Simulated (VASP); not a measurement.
Given:

```xyz
3
Lattice="0.0000 2.1664 2.1664 2.1664 0.0000 2.1664 2.1664 2.1664 0.0000" Properties=species:S:1:pos:R:3 pbc="T T T"
Be     1.0832     1.0832     1.0832
Be     3.2497     3.2497     3.2497
C      0.0000     0.0000     0.0000
```

These are optB88-vdW, VASP's PBE PAW potentials (set 64) (plane waves; VASP) values and carry that method's errors. Run with 520 eV cut-off, Gaussian smearing of 0.050 eV, potentials Be C.

Give the energies of bands 2 to 7 at the high-symmetry points, in eV from the valence-band maximum.

```json
[
 {"band": "2", "Γ": "0.00", "X": "-6.66", "U": "-6.71", "L": "-8.56", "W": "-6.11"},
 {"band": "3", "Γ": "0.00", "X": "-4.65", "U": "-6.18", "L": "-1.80", "W": "-5.80"},
 {"band": "4", "Γ": "0.00", "X": "-4.65", "U": "-3.92", "L": "-1.80", "W": "-5.80"},
 {"band": "5", "Γ": "4.23", "X": "1.42", "U": "3.50", "L": "5.16", "W": "5.88"},
 {"band": "6", "Γ": "4.23", "X": "5.86", "U": "8.40", "L": "5.16", "W": "8.28"},
 {"band": "7", "Γ": "4.23", "X": "13.30", "U": "11.65", "L": "7.13", "W": "9.61"}
]
```

The gap is indirect, 1.42 eV, from the valence maximum at Γ to the conduction minimum at X.

The compound is Be2C in the antifluorite structure. It was relaxed first.
